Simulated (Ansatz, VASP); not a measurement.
# Cross-check of Cu (Cu wire along [111], 19 atoms a period) between VASP and Ansatz, part 3 of 3

Wanted: the spread between two codes on one cell, functional and k mesh. Of the first pair: The structure shown is the start of the Ansatz relaxation below; VASP solves that cell, so the two are compared at the walk's first step.

VASP 6.6.1 and Ansatz 0.2.0.

So far. Step 4 (Comparison): The forces differ by 17 meV/Å r.m.s., which is 5.5 % of the r.m.s. force of 0.318 eV/Å (both taken over all components).

### Step 6. Ansatz: relaxation, PBE

Level of this step: Ansatz beside VASP: Kohn-Sham DFT, plane waves, PBE (Ansatz).

This run makes the geometry at which the two programs are then compared. The cell compared in this pair holds 920.94 Å³, against 955.02 Å³ for the pair before.

The structure compared here is the end of the Ansatz relaxation.

The input, input.yaml:

```yaml
crystal:
  lattice:
    - [11.934, 0.0, 0.0]
    - [0.0, 12.728, 0.0]
    - [0.0, 0.0, 6.2873444315]
  atoms:
    - { symbol: Cu, position: [0.284900285, 0.499990775, 0.0] }
    - { symbol: Cu, position: [0.392441663, 0.674638162, 0.0] }
    - { symbol: Cu, position: [0.499983041, 0.499990775, 0.0] }
    - { symbol: Cu, position: [0.60752442, 0.674638162, 0.0] }
    - { symbol: Cu, position: [0.284900285, 0.616422367, 0.333333333] }
    - { symbol: Cu, position: [0.392441663, 0.44177498, 0.333333333] }
    - { symbol: Cu, position: [0.499983041, 0.616422367, 0.333333333] }
    - { symbol: Cu, position: [0.499983041, 0.267127593, 0.333333333] }
    - { symbol: Cu, position: [0.60752442, 0.44177498, 0.333333333] }
    - { symbol: Cu, position: [0.715065798, 0.616422367, 0.333333333] }
    - { symbol: Cu, position: [0.284900285, 0.383559184, 0.666666667] }
    - { symbol: Cu, position: [0.392441663, 0.558206571, 0.666666667] }
    - { symbol: Cu, position: [0.499983041, 0.383559184, 0.666666667] }
    - { symbol: Cu, position: [0.499983041, 0.732853958, 0.666666667] }
    - { symbol: Cu, position: [0.60752442, 0.558206571, 0.666666667] }
    - { symbol: Cu, position: [0.715065798, 0.383559184, 0.666666667] }
    - { symbol: Cu, position: [0.392441663, 0.325343388, 0.0] }
    - { symbol: Cu, position: [0.60752442, 0.325343388, 0.0] }
    - { symbol: Cu, position: [0.715065798, 0.499990775, 0.0] }
kpoints:
  mp_grid: { grid: [1, 1, 13] }
scf:
  occupations: { method: fermi_dirac, width: 0.05 }
hamiltonian:
  xc: pbe
  pseudopotentials: { kind: paw, azcp: { folder: soft_1 } }
relax:
  cell: { fix: [a, b, alpha, beta, gamma] }
  max_steps: 45
  f_tol: 0.03
```

Started as:

```sh
> ansatz run input.yaml --threads 4 --pin off --max-ram 16384MiB --backend cpu --events-out ev --progress --plain --runs-dir out
```

Numbers of over 12 decimals in the logs are rounded to 6 here.

Log:

```text
[...]
Crystal: 19 atoms, lattice volume = 955.022 Å³
Basis set: ecut = 420 eV, 18629 PW (Γ), exchange–correlation on 160×180×90 points (8 copies of the dense FFT grid, shifted against one another)
Bands: 217, of which v1, the nominal top of the filled ones, is band 181 counted from 1 (180 counted from 0)
Symmetry: 4 space group operations
[...]
k-points: 7 of 13
[...]
- { symbol: Cu, position: [0.389211, 0.439951, 0.334190] }
    - { symbol: Cu, position: [0.499983, 0.620042, 0.334993] }
    - { symbol: Cu, position: [0.499983, 0.277544, 0.329549] }
[...]
- { symbol: Cu, position: [0.705517, 0.389127, 0.669523] }
    - { symbol: Cu, position: [0.394616, 0.328972, -0.000553366] }
    - { symbol: Cu, position: [0.605350, 0.328972, -0.000553366] }
    - { symbol: Cu, position: [0.710998, 0.5, 0] }
[key lines of the parts left out:]
SCF converged after 11 iterations
Free energy (F): -125864.753599 eV
Fermi energy:    0.712213 eV
P = ⅓ Tr σ = -0.0276 GPa (-0.276 kbar)
```

### Step 7. VASP: single point, PBE, relaxed cell, pair 2

The same cell, functional, mesh and smearing now go to VASP, with its own data sets.

The input, INCAR:

```
SYSTEM = Cu
PREC = Accurate
ENCUT = 600
EDIFF = 1E-06
NELM = 120
ISMEAR = -1
SIGMA = 0.05
LREAL = .FALSE.
ALGO = Normal
GGA = PE
NBANDS = 129
LASPH = .TRUE.
LORBIT = 11
LWAVE = .FALSE.
LCHARG = .FALSE.
ISIF = 2
GGA_COMPAT = .FALSE.
KPAR = 4
```

The input, POSCAR:

```
Cu
1.0
   11.9340000000      0.0000000000      0.0000000000
    0.0000000000     12.7280000000      0.0000000000
    0.0000000000      0.0000000000      6.0629832817
Cu
19
Direct
    0.2889677258      0.5000000000      0.0000000000
    0.3946157214      0.6710280410      0.0005533660
    0.4999830414      0.5000000000      0.0000000000
    0.6053503613      0.6710280410      0.0005533660
    0.2944490069      0.6108725645      0.3304772475
    0.3892110150      0.4399511514      0.3341895217
    0.4999830414      0.6200423683      0.3349928485
    0.4999830414      0.2775444787      0.3295487971
    0.6107550677      0.4399511514      0.3341895217
    0.7055170758      0.6108725645      0.3304772475
    0.2944490069      0.3891274355      0.6695227525
    0.3892110150      0.5600488486      0.6658104783
    0.4999830414      0.3799576317      0.6650071515
    0.4999830414      0.7224555213      0.6704512029
    0.6107550677      0.5600488486      0.6658104783
    0.7055170758      0.3891274355      0.6695227525
    0.3946157214      0.3289719590      0.9994466340
    0.6053503613      0.3289719590      0.9994466340
    0.7109983570      0.5000000000      0.0000000000
```

The input, KPOINTS:

```
Automatic mesh
0
Gamma
1 1 13
0 0 0
```

The projector-augmented-wave data sets are Cu (PBE family, release 64).

Started as:

```sh
> mpirun -np 4 vasp_std
```

Log:

```text
[banner, memory and clock lines left out]
running    4 mpi-ranks, on    1 nodes
[...]
[... a notice as in an earlier step ...]

 LDA part: xc-table for (Slater+PW92), standard interpolation
 POSCAR, INCAR and KPOINTS ok, starting setup
[...]
entering main loop
       N       E                     dE             d eps       ncg     rms          rms(c)
DAV:   1     0.184743598646E+04    0.18474E+04   -0.89836E+04  1806   0.191E+03
DAV:   2     0.124151400663E+03   -0.17233E+04   -0.16642E+04  1806   0.403E+02
DAV:   3    -0.594349780847E+02   -0.18359E+03   -0.16687E+03  1897   0.191E+02
DAV:   4    -0.693577519033E+02   -0.99228E+01   -0.96432E+01  2020   0.566E+01
[...]
DAV:  23    -0.573692519814E+02   -0.56347E-05   -0.83060E-06  2036   0.410E-02    0.311E-03
DAV:  24    -0.573692539279E+02   -0.19464E-05   -0.34873E-06  1484   0.234E-02    0.274E-03
DAV:  25    -0.573692545944E+02   -0.66653E-06   -0.10335E-06  1201   0.175E-02
   1 F= -.57369255E+02 E0= -.57341037E+02  d E =-.564357E-01
```

From OUTCAR (step 7):

```text
  Total        0.1951506      0.3902778      1.0658626      0.0000000     -0.0203847      0.0000000
  in kB        0.3395063      0.6789720      1.8542968      0.0000000     -0.0354636      0.0000000
  external PRESSURE =       0.9575917 kB  Pullay stress =       0.0000000 kB

 POSITION                                       TOTAL-FORCE (eV/Angst)
 -----------------------------------------------------------------------------------
      3.44854      6.36400      0.00000        -0.040101      0.000000     -0.000000
      4.70934      8.54084      0.00336        -0.019355      0.036640      0.000742
      5.96680      6.36400      0.00000        -0.000000      0.000000     -0.000000
      7.22425      8.54084      0.00336         0.019355      0.036640      0.000742
      3.51395      7.77519      2.00368        -0.034892      0.019588      0.012413
      4.64484      5.59970      2.02619        -0.007662     -0.003077      0.003220
      5.96680      7.89190      2.03106        -0.000000      0.008819     -0.002403
      5.96680      3.53259      1.99805        -0.000000     -0.037951      0.012538
      7.28875      5.59970      2.02619         0.007662     -0.003077      0.003220
      8.41964      7.77519      2.00368         0.034892      0.019588      0.012413
      3.51395      4.95281      4.05931        -0.034892     -0.019588     -0.012413
      4.64484      7.12830      4.03680        -0.007662      0.003077     -0.003220
      5.96680      4.83610      4.03193        -0.000000     -0.008819      0.002403
      5.96680      9.19541      4.06493        -0.000000      0.037951     -0.012538
[...]
-----------------------------------------------------------------------------------
    total drift:                                0.000017     -0.000000     -0.000001

  FREE ENERGIE OF THE ION-ELECTRON SYSTEM (eV)
  ---------------------------------------------------
  free  energy   TOTEN  =       -57.3692545944 eV

  energy  without entropy=      -57.3128188784  energy(sigma->0) =      -57.34103674

[... 1 part as in an earlier step ...]

[... 2 further parts left out ...]
[key lines of the parts left out:]
E-fermi :  -1.4074
```

### Step 8. Side by side

What differs besides the data sets and the points named for the pairs above, as far as they apply: the data sets hold 361 valence electrons in Ansatz (on its PAW soft_1 files) and 209 in VASP; the cutoff is 420 eV in Ansatz and 600 eV in VASP; Ansatz's pressure holds a Pulay correction, VASP's none. Total energies have different zeros and are not compared.

Both answers:

| quantity | Ansatz | VASP | difference |
| --- | --- | --- | --- |
| pressure (GPa) | -0.03 | 0.10 | -0.12 |

At this near-relaxed geometry the largest component of a force difference is 41 meV/Å.

### Step 9. Summary of results

```
r.m.s. force difference (single point, PBE, start cell, pair 1)   : 5.5 % of the r.m.s. force
r.m.s. force difference (single point, PBE, relaxed cell, pair 2) : 19 meV/Å
```

In words: The r.m.s. force difference is 5.5 % of the r.m.s. force (single point, PBE, start cell, pair 1), beyond the 3 % picked in this series as the mark of a large difference. The data sets hold unlike numbers of valence electrons (361 in Ansatz and 209 in VASP), so part of the differences comes from the potentials. Single point, PBE, start cell, pair 1, VASP with the data sets Cu_sv_GW and a cutoff of 610 eV: r.m.s. force difference goes from 17 to 1.3 meV/Å. What causes the difference of the single point, PBE, relaxed cell, pair 2 pair stays open here. Such differences can come from data sets, numerical settings and the points named under the comparisons, not from the functional's error against experiment.

[Lines on the potential files, build, host, timing and source positions are cut from VASP's logs without a mark.]

[Logs are printed without paths, hosts, clocks, repeated set-up lines and the standing remarks that a program may print on its own settings, such as how far it seeks lower states.]

[Hosts, paths, dates, database ids (printed as entryN), source tags and the programs' standing remarks are cut or masked in the printed files.]
